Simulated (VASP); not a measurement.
```xyz
2
Lattice="0.0000 2.3500 2.3500 2.3500 0.0000 2.3500 2.3500 2.3500 0.0000" Properties=species:S:1:pos:R:3 pbc="T T T"
Zr     0.0000     0.0000     0.0000
C      2.3500     2.3500     2.3500
```

The base run (VASP): PBE GGA, plane waves, VASP's PBE PAW potentials (set 64). Numerical set-up: 520 eV cut-off, 12×12×12 Γ-centred mesh, first-order Methfessel-Paxton smearing of 0.10 eV, potentials Zr_sv C.

The base run took about 10 core-seconds. Times come from single runs on busy shared machines, so they are rough: good to a factor of about 2.

Pressures at a finite cut-off, here 520 eV, hold a Pulay part, which this task's highest cut-off puts under 0.2 GPa.

```json
[
 {"setting": "GGA = 91", "cost over the base run": "within a factor of 2", "electronic steps": "13", "pressure (GPa)": "2.00"},
 {"setting": "IVDW = 13", "cost over the base run": "within a factor of 2", "electronic steps": "13", "pressure (GPa)": "-1.80"},
 {"setting": "GGA = RE", "cost over the base run": "within a factor of 2", "electronic steps": "13", "pressure (GPa)": "3.97"},
 {"setting": "IVDW = 11", "cost over the base run": "within a factor of 2", "electronic steps": "13", "pressure (GPa)": "-2.69"},
 {"setting": "GGA = PS", "cost over the base run": "within a factor of 2", "electronic steps": "13", "pressure (GPa)": "-4.08"},
 {"setting": "base run", "cost over the base run": "reference", "electronic steps": "13", "pressure (GPa)": "1.58"},
 {"setting": "GGA removed, LMIXTAU = .TRUE., METAGGA = TPSS", "cost over the base run": "about 5 times", "electronic steps": "17", "pressure (GPa)": "1.50"}
]
```

Left out are runs that failed, have no time on record or changed the cell.

The compound is ZrC in the rock salt structure. The cell was not relaxed at this level.
